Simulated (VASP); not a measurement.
```xyz
3
Lattice="1.7062 -2.9552 0.0000 1.7062 2.9552 0.0000 0.0000 0.0000 5.7003" Properties=species:S:1:pos:R:3 pbc="T T T"
Ti     0.0000     0.0000     0.0000
S      1.7062     0.9851     1.4230
S      1.7062    -0.9851     4.2772
```

All values below come from optB88-vdW, VASP's PBE PAW potentials (set 64) (plane waves; VASP). Run with 520 eV cut-off, 12×12×6 Γ-centred mesh, tetrahedra with Blöchl corrections, potentials Ti_sv S.

The cores are frozen, which limits the accuracy of field gradients.

Task: Give the principal components of the electric field gradient (V/Å²) and the asymmetry η at each nucleus.

Result: 
| atom | Vxx | Vyy | Vzz | η |
|---|---|---|---|---|
| Ti1 | 9.7 | 9.7 | -19.5 | 0.00 |
| S2 | 5.3 | 5.3 | -10.6 | 0.00 |
| S3 | 5.3 | 5.3 | -10.6 | 0.00 |

The compound is TiS2 in the 1T layered structure. It was relaxed first.
